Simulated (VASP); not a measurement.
Method: r2SCAN meta-GGA, VASP's PBE PAW potentials (set 64) (plane waves; VASP).

VASP input:

File POSCAR:
```
MgB2
1
    1.5377647260    -2.6634861449     0.0000000000
    1.5377647260     2.6634861449     0.0000000000
    0.0000000000     0.0000000000     3.4809287100
Mg B
1 2
Direct
  0.0000000000   0.0000000000   1.0000000000
  0.3333330000   0.6666670000   0.5000000000
  0.6666670000   0.3333330000   0.5000000000
```

INCAR:
```
# general
SYSTEM   =  MgB2
PREC     =  Accurate
ENCUT    =  520
LREAL    =  F
LASPH    =  T

# electronic loop
EDIFF    =  1E-7
NELM     =  100
ALGO     =  Normal
LMIXTAU  =  T

# smearing
ISMEAR   =  1
SIGMA    =  0.1

# functional
METAGGA  =  R2SCAN

# ions
IBRION   =  2
NSW      =  30
ISIF     =  4
EDIFFG   =  -0.01

# output
LWAVE    =  F
LCHARG   =  F
```

### KPOINTS
```
Automatic mesh
0
Gamma
11 11 9
0 0 0
```

POTCAR, in this order: Mg B (PBE.64 set). Program: vasp_std.

Task: Estimate the energy per atom (σ→0), band gap (on the k-mesh).

Result: 
```
Item                                                         Value
------------------------  ----------------------------------------
energy per atom (σ→0)                               -6.467 eV/atom
band gap (on the k-mesh)  none (metal, semimetal or under 0.01 eV)
```

File OSZICAR:
```
...
DAV:   3    -0.194021851451E+02    0.35051E-03   -0.12495E-03  1552   0.221E-01    0.216E-02
DAV:   4    -0.194021642665E+02    0.20879E-04   -0.14346E-04  1568   0.141E-01    0.866E-03
DAV:   5    -0.194020881717E+02    0.76095E-04   -0.44295E-04  1360   0.212E-01    0.755E-03
DAV:   6    -0.194022017347E+02   -0.11356E-03   -0.15669E-04  1304   0.117E-01    0.101E-03
DAV:   7    -0.194022018992E+02   -0.16453E-06   -0.97081E-07  1792   0.114E-02    0.615E-04
DAV:   8    -0.194022021332E+02   -0.23396E-06   -0.23835E-07  1496   0.570E-03    0.142E-04
DAV:   9    -0.194022021393E+02   -0.61469E-08   -0.42189E-08   800   0.266E-03
   2 F= -.19402202E+02 E0= -.19402175E+02  d E =-.448261E-02
```

The compound is MgB2 in the AlB2 type structure. This run relaxes it. Symmetry was kept, so distortions that lower it aren't found.
